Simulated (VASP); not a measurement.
These are optB88-vdW, VASP's PBE PAW potentials (set 64) (plane waves; VASP) values and carry that method's errors.

Input for VASP

### INCAR
```
SIGMA = 0.05   ! width (eV)
LREAL = F   ! projection in real space or not
AGGAC = 0.0
GGA = BO
PREC = Accurate
LWAVE = F
ISMEAR = 0   ! Gaussian
ISIF = 3
NSW = 60   ! most ionic steps
PARAM2 = 0.22
SYSTEM = C
EDIFF = 1E-6   ! SCF stop (eV)
LUSE_VDW = T
PARAM1 = 0.1833333333
ALGO = Normal   ! blocked Davidson
LCHARG = F
NELM = 100   ! most electronic steps
ENCUT = 520   ! plane-wave cut-off (eV)
LASPH = T   ! aspherical one-centre terms
EDIFFG = -0.02   ! ionic stop
IBRION = 2   ! conjugate gradients
```

### POSCAR
```
C
1
    1.2307166190    -2.1316632198    -0.0000000000
    1.2307166190     2.1316632198     0.0000000000
    0.0000000000     0.0000000000     7.1929605618
C
4
Direct
  0.0000000000   0.0000000000   0.2500000000
  0.0000000000   0.0000000000   0.7500000000
  0.3333330000   0.6666670000   0.2500000000
  0.6666670000   0.3333330000   0.7500000000
```

KPOINTS:
```
Automatic
0
gamma
9 9 3
```

POTCAR, in this order: C (PBE.64 set). Program: vasp_std.

Output

File OSZICAR:
```
       N       E                     dE             d eps       ncg     rms          rms(c)
DAV:   1     0.618465036553E+02    0.61847E+02   -0.82595E+03   576   0.122E+03
DAV:   2    -0.302873053488E+02   -0.92134E+02   -0.83786E+02   884   0.232E+02
DAV:   3    -0.345673626349E+02   -0.42801E+01   -0.42399E+01   740   0.509E+01
DAV:   4    -0.346205564454E+02   -0.53194E-01   -0.53167E-01   712   0.667E+00
DAV:   5    -0.346217524769E+02   -0.11960E-02   -0.11953E-02   720   0.984E-01    0.899E+00
DAV:   6    -0.326814646081E+02    0.19403E+01   -0.20694E+00   660   0.976E+00    0.517E+00
DAV:   7    -0.320677605278E+02    0.61370E+00   -0.23650E+00   676   0.105E+01    0.139E+00
DAV:   8    -0.320749641040E+02   -0.72036E-02   -0.73705E-02   644   0.190E+00    0.163E-01
DAV:   9    -0.320742410663E+02    0.72304E-03   -0.24670E-03   724   0.390E-01    0.723E-02
DAV:  10    -0.320742969982E+02   -0.55932E-04   -0.24163E-04   740   0.127E-01    0.357E-02
DAV:  11    -0.320742965980E+02    0.40017E-06   -0.75209E-06   716   0.247E-02
   1 F= -.32074297E+02 E0= -.32073608E+02  d E =-.320743E+02
       N       E                     dE             d eps       ncg     rms          rms(c)
DAV:   1    -0.320826801282E+02   -0.83831E-02   -0.60085E-01   592   0.708E+00    0.451E-01
DAV:   2    -0.320755393815E+02    0.71407E-02   -0.12011E-02   708   0.865E-01    0.288E-01
DAV:   3    -0.320718566168E+02    0.36828E-02   -0.10656E-02   696   0.694E-01    0.592E-02
DAV:   4    -0.320718165692E+02    0.40048E-04   -0.41638E-04   688   0.154E-01    0.262E-02
DAV:   5    -0.320718020612E+02    0.14508E-04   -0.21406E-05   732   0.426E-02    0.656E-03
DAV:   6    -0.320718023883E+02   -0.32709E-06   -0.17125E-06   528   0.102E-02
   2 F= -.32071802E+02 E0= -.32071115E+02  d E =0.249421E-02
       N       E                     dE             d eps       ncg     rms          rms(c)
DAV:   1    -0.320805761784E+02   -0.87741E-02   -0.20725E-01   580   0.416E+00    0.265E-01
DAV:   2    -0.320780883898E+02    0.24878E-02   -0.40990E-03   724   0.507E-01    0.170E-01
DAV:   3    -0.320768178102E+02    0.12706E-02   -0.37360E-03   664   0.414E-01    0.355E-02
DAV:   4    -0.320768003584E+02    0.17452E-04   -0.15081E-04   684   0.919E-02    0.165E-02
DAV:   5    -0.320767984832E+02    0.18752E-05   -0.78833E-06   716   0.262E-02    0.389E-03
DAV:   6    -0.320767985279E+02   -0.44669E-07   -0.65834E-07   468   0.645E-03
   3 F= -.32076799E+02 E0= -.32076111E+02  d E =-.250193E-02
       N       E                     dE             d eps       ncg     rms          rms(c)
DAV:   1    -0.320890061748E+02   -0.12208E-01   -0.29200E-01   576   0.446E+00    0.362E-01
DAV:   2    -0.320828619942E+02    0.61442E-02   -0.82028E-03   592   0.697E-01    0.192E-01
DAV:   3    -0.320804570738E+02    0.24049E-02   -0.79904E-03   680   0.601E-01    0.488E-02
DAV:   4    -0.320804565478E+02    0.52599E-06   -0.16209E-04   636   0.102E-01    0.375E-02
DAV:   5    -0.320804392726E+02    0.17275E-04   -0.26110E-05   692   0.481E-02    0.438E-03
DAV:   6    -0.320804402344E+02   -0.96174E-06   -0.19782E-06   584   0.121E-02
   4 F= -.32080440E+02 E0= -.32079754E+02  d E =-.364171E-02
       N       E                     dE             d eps       ncg     rms          rms(c)
DAV:   1    -0.321680401906E+02   -0.87601E-01   -0.27071E+00   576   0.137E+01    0.111E+00
DAV:   2    -0.321117230898E+02    0.56317E-01   -0.76026E-02   600   0.212E+00    0.584E-01
DAV:   3    -0.320901039671E+02    0.21619E-01   -0.71115E-02   664   0.180E+00    0.144E-01
DAV:   4    -0.320900768206E+02    0.27146E-04   -0.14836E-03   632   0.306E-01    0.961E-02
DAV:   5    -0.320899666565E+02    0.11016E-03   -0.17886E-04   704   0.129E-01    0.102E-02
DAV:   6    -0.320899693201E+02   -0.26636E-05   -0.35985E-06   696   0.174E-02    0.116E-02
DAV:   7    -0.320899709715E+02   -0.16514E-05   -0.39093E-06   704   0.145E-02    0.370E-03
DAV:   8    -0.320899704936E+02    0.47786E-06   -0.63109E-08   428   0.272E-03
   5 F= -.32089970E+02 E0= -.32089291E+02  d E =-.131720E-01
       N       E                     dE             d eps       ncg     rms          rms(c)
DAV:   1    -0.324224493604E+02   -0.33248E+00   -0.11593E+01   576   0.286E+01    0.231E+00
DAV:   2    -0.321874397804E+02    0.23501E+00   -0.32622E-01   620   0.439E+00    0.121E+00
DAV:   3    -0.320999153084E+02    0.87524E-01   -0.29462E-01   656   0.365E+00    0.285E-01
DAV:   4    -0.320996825207E+02    0.23279E-03   -0.64153E-03   664   0.627E-01    0.143E-01
DAV:   5    -0.320993797205E+02    0.30280E-03   -0.44673E-04   692   0.207E-01    0.144E-02
DAV:   6    -0.320993821757E+02   -0.24552E-05   -0.90670E-06   700   0.241E-02    0.107E-02
DAV:   7    -0.320993845505E+02   -0.23748E-05   -0.22474E-06   684   0.135E-02    0.240E-03
DAV:   8    -0.320993842324E+02    0.31809E-06   -0.12544E-07   448   0.298E-03
   6 F= -.32099384E+02 E0= -.32098737E+02  d E =-.225857E-01
       N       E                     dE             d eps       ncg     rms          rms(c)
DAV:   1    -0.320855386603E+02    0.13846E-01   -0.27290E-01   640   0.569E+00    0.419E-01
DAV:   2    -0.320841678338E+02    0.13708E-02   -0.32718E-03   708   0.512E-01    0.264E-01
DAV:   3    -0.320834014660E+02    0.76637E-03   -0.10830E-03   660   0.261E-01    0.425E-02
DAV:   4    -0.320833899401E+02    0.11526E-04   -0.20759E-05   736   0.389E-02    0.243E-02
DAV:   5    -0.320833871926E+02    0.27475E-05   -0.12715E-05   708   0.267E-02    0.298E-03
DAV:   6    -0.320833872005E+02   -0.79165E-08   -0.24304E-07   448   0.422E-03
   7 F= -.32083387E+02 E0= -.32082741E+02  d E =0.159970E-01
       N       E                     dE             d eps       ncg     rms          rms(c)
DAV:   1    -0.321014448926E+02   -0.18058E-01   -0.20677E-01   636   0.490E+00    0.365E-01
DAV:   2    -0.321003858619E+02    0.10590E-02   -0.23395E-03   700   0.442E-01    0.230E-01
DAV:   3    -0.320997266902E+02    0.65917E-03   -0.84419E-04   664   0.229E-01    0.374E-02
DAV:   4    -0.320997221859E+02    0.45042E-05   -0.16136E-05   720   0.341E-02    0.216E-02
DAV:   5    -0.320997181452E+02    0.40407E-05   -0.96711E-06   716   0.232E-02    0.312E-03
DAV:   6    -0.320997182356E+02   -0.90364E-07   -0.21635E-07   444   0.411E-03
   8 F= -.32099718E+02 E0= -.32099071E+02  d E =-.334003E-03
```

OUTCAR:
```
------------------------ aborting loop because EDIFF is reached ----------------------------------------
  FORCE on cell =-STRESS in cart. coord.  units (eV):
  Direction    XX          YY          ZZ          XY          YZ          ZX
  --------------------------------------------------------------------------------------
  Total       -0.0011496     -0.0011496     -0.0104592      0.0000000      0.0000000      0.0000000
  in kB       -0.0526476     -0.0526476     -0.4790145      0.0000000      0.0000000      0.0000000
  external PRESSURE =      -0.1947699 kB  Pullay stress =       0.0000000 kB
  volume of cell :       34.98
      direct lattice vectors                 reciprocal lattice vectors
     1.233193397 -2.135953122  0.000000000     0.405451409 -0.234087534 -0.000000000
     1.233193397  2.135953122 -0.000000000     0.405451409  0.234087534 -0.000000000
     0.000000000 -0.000000000  6.640615323     0.000000000  0.000000000  0.150588455
 POSITION                                       TOTAL-FORCE (eV/Angst)
 -----------------------------------------------------------------------------------
      0.00000     -0.00000      1.66015        -0.000000      0.000000      0.000000
      0.00000     -0.00000      4.98046         0.000000      0.000000     -0.000000
      1.23319      0.71199      1.66015        -0.000000      0.000000     -0.000000
      1.23319     -0.71199      4.98046         0.000000     -0.000000      0.000000
 -----------------------------------------------------------------------------------
    total drift:                               -0.000000     -0.000000      0.000000
  FREE ENERGIE OF THE ION-ELECTRON SYSTEM (eV)
  ---------------------------------------------------
  free  energy   TOTEN  =       -32.0997182356 eV

  energy  without entropy=      -32.0984242712  energy(sigma->0) =      -32.09907125

 reached required accuracy - stopping structural energy minimisation
```
(Selected blocks of OUTCAR.)

### CONTCAR
```
C
   1.00000000000000
     1.2331933970152826   -2.1359531223274386    0.0000000000000000
     1.2331933970152826    2.1359531223274386   -0.0000000000000000
     0.0000000000000000   -0.0000000000000000    6.6406153233544085
  C
     4
Direct
     0.0000000000000000    0.0000000000000000    0.2500000000000000
     0.0000000000000000    0.0000000000000000    0.7500000000000000
     0.3333330000000032    0.6666669999999968    0.2500000000000000
     0.6666669999999968    0.3333330000000032    0.7500000000000000
```

Energy and stress use the plane-wave basis of the starting cell.

The compound is C in the graphite structure. This run relaxes it. Symmetry was kept, so distortions that lower it aren't found. The k-mesh is coarse (spacing up to 0.33 per Å, 2π included), so the numbers may not be converged in it. The start is the result of an earlier pass.
